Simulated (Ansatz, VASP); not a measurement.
## MnPt2 in VASP and in Ansatz

```xyz
3
Lattice="2.8773 0.0000 0.0000 -1.4387 2.4918 0.0000 0.0000 0.0000 6.5758" Properties=species:S:1:pos:R:3 pbc="T T T"
Pt    1.4387    0.8306    2.0793
Pt    0.0000    1.6612    4.4965
Mn    0.0000    0.0000    0.0000
```

Change from the starting cell: volume scaled by 1.02.

Alike in both runs: task single point; functional PBE; k mesh 11 × 11 × 4; occupations fermi-dirac, width 0.05 eV; collinear spin, ferromagnetic start.

```csv
,VASP,Ansatz
version,VASP 6.6.1,Ansatz 0.2.0
potentials or method,"VASP PAW PBE potentials, release 64 (Pt, Mn_pv)",Ansatz PAW
plane-wave cutoff (eV),520,420
valence electrons in the cell,33,51
```

Ansatz gave:

```
gap on the k mesh at the Fermi level (eV)                     : none
pressure (GPa)                                                : -3.8
largest component of the traceless stress (GPa)               : 1.37
rms of the force components (eV/Å)                            : 0.007
net moment per atom (μB)                                      : 1.54
size of the moment on the site where the two differ most (μB) : 3.79
```

**Question.** What did VASP give for the same quantities?

**Answer.** gap on the k mesh at the Fermi level (eV): none; pressure (GPa): -4.0; largest component of the traceless stress (GPa): 1.46; rms of the force components (eV/Å): 0.003; net moment per atom (μB): 1.54; size of the moment on the site where the two differ most (μB): 3.81.

Site moments also hang on the region over which each program counts them. Atom by atom the forces differ by 0.004 eV/Å (rms over components). A gap of «none» marks a metal or a gap that the smearing closes. With one functional, cell and mesh, what is left measures potentials, basis and numerics. The two sets of potentials don't hold the same shells in valence.

Spin-orbit coupling is left out, which matters for the levels of Pt.
